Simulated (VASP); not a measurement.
Here is the system:

```
CsO
1.0
   -2.14220     3.18704     3.72307
    2.14220    -3.18704     3.72307
    2.14220     3.18704    -3.72307
Cs O
2 2
Cartesian
  0.00000   0.00000   1.89474
  2.14220   3.18704   1.82833
  0.00000   3.93378   0.00000
  2.14220  -0.74674   3.72307
```

The numbers are results of PBEsol GGA, VASP's PBE PAW potentials (set 64) (plane waves; VASP), not measurements. Numerical set-up: 520 eV cut-off, Gaussian smearing of 0.050 eV, potentials Cs_sv O.

Unless said otherwise, spin-orbit coupling is left out, though it shifts the bands of the heavy elements here.

### Question
Give the energies of bands 11 to 18 at the high-symmetry points, in eV from the valence-band maximum.

### Answer

| band | Γ | X | F2 | Y0 | R | W | S | T |
|---|---|---|---|---|---|---|---|---|
| 11 | -5.45 | -5.27 | -5.33 | -5.28 | -5.26 | -5.29 | -5.31 | -5.33 |
| 12 | -4.00 | -4.13 | -3.61 | -4.08 | -3.56 | -3.61 | -3.94 | -3.62 |
| 13 | -3.94 | -3.64 | -3.56 | -3.65 | -3.42 | -3.44 | -3.77 | -3.48 |
| 14 | -0.79 | -0.67 | -0.69 | -0.67 | -0.85 | -0.88 | -0.58 | -0.87 |
| 15 | 0.00 | -0.48 | -0.65 | -0.48 | -0.41 | -0.68 | -0.47 | -0.76 |
| 16 | 1.87 | 2.00 | 2.64 | 2.05 | 2.82 | 3.17 | 2.55 | 2.67 |
| 17 | 2.10 | 3.66 | 3.62 | 3.32 | 3.46 | 3.33 | 3.77 | 2.98 |
| 18 | 2.81 | 3.75 | 4.31 | 3.94 | 5.02 | 3.60 | 3.90 | 3.35 |

The gap is indirect, 1.72 eV, from the valence maximum at Γ to the conduction minimum at Γ-Y0 at 0.29.

The structure comes from a computed database's Cs2O2 entry (Immm); how it stands against other phases isn't given here. It was relaxed first.
